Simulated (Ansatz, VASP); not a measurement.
InRu2: VASP beside Ansatz

```
In Ru
1.0
     0.00000    3.05467    3.05467
     3.05467    0.00000    3.05467
     3.05467    3.05467    0.00000
In Ru
1 2
Direct
  0.00000 0.00000 0.00000
  0.25000 0.25000 0.25000
  0.75000 0.75000 0.75000
```

Change from the starting cell: species swapped into the EuF2 type (Fm-3m, No. 225).

Alike in both runs: functional PBE; k mesh 6 × 6 × 6; occupations gaussian, width 0.1 eV; no spin polarisation.

Ansatz relaxed the structure, and its values are those at the end. VASP's run is a single point on that final structure, the one shown.

```csv
,VASP,Ansatz
version,VASP 6.6.1,Ansatz 0.2.0
potentials or method,"VASP PAW PBE potentials, release 64 (In_d, Ru_pv)","scalar-relativistic, plane waves, PAW"
plane-wave cutoff (eV),520,420
valence electrons in the cell,41,45
```

VASP gave:

| Property | Result |
| --- | --- |
| gap on the k mesh at the Fermi level (eV) | none |
| pressure (GPa) | 0.3 |

Estimate Ansatz's values.

gap on the k mesh at the Fermi level (eV): none; pressure (GPa): 0.2.

A gap of «none» marks a metal or a gap that the smearing closes. The two sets of potentials don't hold the same shells in valence.
